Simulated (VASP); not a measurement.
Input:

```xyz
2
Lattice="0.0000 2.8250 2.8250 2.8250 0.0000 2.8250 2.8250 2.8250 0.0000" Properties=species:S:1:pos:R:3 pbc="T T T"
Ga     0.0000     0.0000     0.0000
As     1.4125     1.4125     1.4125
```

Computed with G0W0 on PBE orbitals, VASP's PBE PAW potentials (set 64) (plane waves; VASP 6.6.1). Run with PREC = Normal, 500 eV cut-off, 4×4×4 Γ-centred mesh, Gaussian smearing of 0.010 eV, potentials Ga_d_GW As_GW.

The mesh is coarse and the basis finite, so the quasiparticle values are not converged.

Q: The job: GaAs (zinc blende), 2 atoms, G0W0@PBE, GW step (320 bands), 500 eV, 4×4×4 Γ-centred mesh. Roughly how much core time does it take on a busy server core?

A: About 30 core-minutes (one run on a shared machine, a rough figure). It had 8 irreducible k-points, 320 bands, up to 1162 plane waves and 0 electronic steps.

The compound is GaAs in the zinc blende structure. The cell was not relaxed at this level. The k-mesh is coarse (spacing up to 0.48 per Å, 2π included), so the numbers may not be converged in it.
